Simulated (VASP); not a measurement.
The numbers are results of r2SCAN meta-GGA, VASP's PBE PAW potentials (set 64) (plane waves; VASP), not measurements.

A VASP calculation is set up with these files.

### POSCAR
```
WC
1
    1.4729708396    -2.5512604085     0.0000000000
    1.4729708396     2.5512604085     0.0000000000
    0.0000000000     0.0000000000     2.8680764762
W C
1 1
Direct
  0.0000000000   0.0000000000   0.0000000000
  0.3333330000   0.6666670000   0.5000000000
```

INCAR:
```
SYSTEM=WC
PREC=Accurate; ENCUT=520; LREAL=.FALSE.
LASPH=.TRUE.
EDIFF=1E-7; NELM=100; ALGO=Normal
LMAXMIX=6; LMIXTAU=.TRUE.
ISMEAR=1; SIGMA=0.1
METAGGA=R2SCAN
IBRION=2; NSW=30; ISIF=4
EDIFFG=-0.01
LWAVE=.FALSE.; LCHARG=.FALSE.
```

KPOINTS:
```
Automatic mesh
0
G
14 14 13
```

POTCAR, in this order: W_sv C (PBE.64 set). Program: vasp_std.

Output

OUTCAR:
```
 ion  position               nearest neighbor table
   1  0.000  0.000  0.000-   2 2.22   2 2.22   2 2.22   2 2.22   2 2.22   2 2.22
   2  0.333  0.667  0.500-   1 2.22   1 2.22   1 2.22   1 2.22   1 2.22   1 2.22
  LATTYP: Found a hexagonal cell.
 ALAT       =     2.9459417452
 C/A-ratio  =     0.9735686325
 Subroutine PRICEL returns:
 Original cell was already a primitive cell.
 Subroutine GETGRP returns: Found 12 space group operations
The static configuration has the point symmetry D_3h.
The dynamic configuration has the point symmetry D_3h.
 Subroutine INISYM returns: Found 12 space group operations
 Subroutine IBZKPT returns following result:
 Found    168 irreducible k-points:

 Following reciprocal coordinates:
            Coordinates               Weight
  0.000000  0.000000  0.000000      1.000000
  0.071429  0.000000  0.000000      6.000000
  0.142857  0.000000  0.000000      6.000000
  0.214286 -0.000000  0.000000      6.000000
  0.285714  0.000000  0.000000      6.000000
  0.357143  0.000000  0.000000      6.000000
  0.428571 -0.000000  0.000000      6.000000
  0.500000  0.000000  0.000000      3.000000
  0.071429  0.071429  0.000000      6.000000
  0.142857  0.071429  0.000000     12.000000
  0.214286  0.071429  0.000000     12.000000
  0.285714  0.071429  0.000000     12.000000
  0.357143  0.071429  0.000000     12.000000
  0.428571  0.071429  0.000000     12.000000
  0.142857  0.142857  0.000000      6.000000
  0.214286  0.142857  0.000000     12.000000
  0.285714  0.142857  0.000000     12.000000
  0.357143  0.142857  0.000000     12.000000
  0.428571  0.142857  0.000000      6.000000
  0.214286  0.214286  0.000000      6.000000
  0.285714  0.214286  0.000000     12.000000
  0.357143  0.214286  0.000000     12.000000
  0.285714  0.285714  0.000000      6.000000
...
```

**OSZICAR**
```
       N       E                     dE             d eps       ncg     rms          rms(c)
DAV:   1     0.730448622271E+02    0.73045E+02   -0.10116E+04  4368   0.157E+03
DAV:   2    -0.645693004740E+02   -0.13761E+03   -0.13399E+03  4948   0.392E+02
DAV:   3    -0.687076006507E+02   -0.41383E+01   -0.41031E+01  5414   0.631E+01
DAV:   4    -0.687482347537E+02   -0.40634E-01   -0.40609E-01  4733   0.663E+00
DAV:   5    -0.687486067760E+02   -0.37202E-03   -0.37180E-03  5279   0.639E-01    0.317E+01
DAV:   6    -0.612716475429E+02    0.74770E+01   -0.92674E+00  4853   0.376E+01    0.541E+00
DAV:   7    -0.615119897703E+02   -0.24034E+00   -0.42942E-01  4473   0.725E+00    0.450E+00
DAV:   8    -0.614669343345E+02    0.45055E-01   -0.19727E-01  4503   0.522E+00    0.959E-01
DAV:   9    -0.615853074421E+02   -0.11837E+00   -0.12296E-01  4538   0.340E+00    0.629E-01
DAV:  10    -0.615894260807E+02   -0.41186E-02   -0.30032E-03  4733   0.531E-01    0.477E-01
DAV:  11    -0.615885878259E+02    0.83825E-03   -0.10923E-03  4963   0.234E-01    0.378E-01
DAV:  12    -0.615914602294E+02   -0.28724E-02   -0.55455E-03  5003   0.581E-01    0.170E-01
DAV:  13    -0.615914623648E+02   -0.21354E-05   -0.15499E-04  4578   0.125E-01    0.172E-01
DAV:  14    -0.615914076075E+02    0.54757E-04   -0.16463E-05  4913   0.373E-02    0.639E-02
DAV:  15    -0.615915534332E+02   -0.14583E-03   -0.20294E-04  4563   0.117E-01    0.199E-02
DAV:  16    -0.615915537232E+02   -0.29005E-06   -0.62928E-06  5063   0.245E-02    0.191E-02
DAV:  17    -0.615915544546E+02   -0.73134E-06   -0.15083E-07  3338   0.433E-03    0.106E-02
DAV:  18    -0.615915538459E+02    0.60871E-06   -0.68222E-07  4823   0.748E-03    0.796E-04
DAV:  19    -0.615915539877E+02   -0.14179E-06   -0.23137E-08  2224   0.158E-03    0.107E-03
DAV:  20    -0.615915538612E+02    0.12642E-06   -0.63640E-09  2204   0.101E-03    0.693E-04
DAV:  21    -0.615915539181E+02   -0.56880E-07   -0.16994E-09  2204   0.515E-04
   1 F= -.61591554E+02 E0= -.61591614E+02  d E =-.615916E+02
       N       E                     dE             d eps       ncg     rms          rms(c)
DAV:   1    -0.615926663019E+02   -0.11124E-02   -0.48937E-02  4373   0.271E+00    0.181E-01
DAV:   2    -0.615917226433E+02    0.94366E-03   -0.20200E-03  4633   0.464E-01    0.996E-02
DAV:   3    -0.615914751398E+02    0.24750E-03   -0.62970E-04  4623   0.266E-01    0.287E-02
DAV:   4    -0.615914771872E+02   -0.20474E-05   -0.58948E-05  4988   0.799E-02    0.142E-02
DAV:   5    -0.615914816081E+02   -0.44209E-05   -0.28060E-05  4488   0.629E-02    0.738E-03
DAV:   6    -0.615914801799E+02    0.14282E-05   -0.75369E-06  4443   0.328E-02    0.234E-03
DAV:   7    -0.615914820840E+02   -0.19041E-05   -0.52861E-07  4748   0.828E-03    0.965E-04
DAV:   8    -0.615914804163E+02    0.16677E-05   -0.19469E-07  3435   0.485E-03    0.430E-04
DAV:   9    -0.615914804982E+02   -0.81870E-07   -0.20494E-08  2209   0.175E-03
   2 F= -.61591480E+02 E0= -.61591531E+02  d E =0.734200E-04
       N       E                     dE             d eps       ncg     rms          rms(c)
DAV:   1    -0.615920346208E+02   -0.55420E-03   -0.16236E-02  4373   0.156E+00    0.104E-01
DAV:   2    -0.615917190902E+02    0.31553E-03   -0.67052E-04  4633   0.268E-01    0.574E-02
DAV:   3    -0.615916337378E+02    0.85352E-04   -0.21257E-04  4623   0.154E-01    0.162E-02
DAV:   4    -0.615916410668E+02   -0.73290E-05   -0.19592E-05  4993   0.463E-02    0.800E-03
DAV:   5    -0.615916360879E+02    0.49789E-05   -0.92914E-06  4483   0.362E-02    0.429E-03
DAV:   6    -0.615916406031E+02   -0.45152E-05   -0.24488E-06  4438   0.186E-02    0.132E-03
DAV:   7    -0.615916396686E+02    0.93449E-06   -0.17271E-07  3140   0.484E-03    0.558E-04
DAV:   8    -0.615916406579E+02   -0.98929E-06   -0.66665E-08  2239   0.285E-03    0.250E-04
DAV:   9    -0.615916405887E+02    0.69185E-07   -0.82941E-09  2209   0.118E-03
   3 F= -.61591641E+02 E0= -.61591698E+02  d E =-.866706E-04
```

File OUTCAR:
```
------------------------ aborting loop because EDIFF is reached ----------------------------------------
  FORCE on cell =-STRESS in cart. coord.  units (eV):
  Direction    XX          YY          ZZ          XY          YZ          ZX
  --------------------------------------------------------------------------------------
  Total       -1.4984275     -1.4984276     -1.4985248      0.0000000     -0.0000000      0.0000000
  in kB     -111.3721646   -111.3721710   -111.3793970      0.0000000     -0.0000000      0.0000000
  external PRESSURE =    -111.3745775 kB  Pullay stress =       0.0000000 kB
  volume of cell :       21.56
      direct lattice vectors                 reciprocal lattice vectors
     1.473771447 -2.552647100  0.000000000     0.339265631 -0.195875098  0.000000000
     1.473771447  2.552647100  0.000000000     0.339265631  0.195875098  0.000000000
    -0.000000000  0.000000000  2.864961232    -0.000000000  0.000000000  0.349044863
 POSITION                                       TOTAL-FORCE (eV/Angst)
 -----------------------------------------------------------------------------------
     -0.00000      0.00000      2.86496        -0.000000     -0.000000      0.000000
      1.47377      0.85088      1.43248         0.000000      0.000000      0.000000
 -----------------------------------------------------------------------------------
    total drift:                                0.000000     -0.000393      0.000000
  FREE ENERGIE OF THE ION-ELECTRON SYSTEM (eV)
  ---------------------------------------------------
  free  energy   TOTEN  =       -61.5916405887 eV

  energy  without entropy=      -61.5918116953  energy(sigma->0) =      -61.59169762

 reached required accuracy - stopping structural energy minimisation
```
(Selected blocks of OUTCAR.)

### CONTCAR
```
WC
   1.00000000000000
     1.4737714473405115   -2.5526470995555610    0.0000000000000000
     1.4737714473405115    2.5526470995555610    0.0000000000000000
    -0.0000000000000000    0.0000000000000000    2.8649612324320382
  W               C
     1     1
Direct
     0.0000000000000000    0.0000000000000000    1.0000000000000000
     0.3333330000000032    0.6666669999999968    0.5000000000000000
```

The compound is WC in the wc structure. This cell is one point of a volume scan, at 1.03 of the reference volume. Symmetry was kept, so distortions that lower it aren't found.
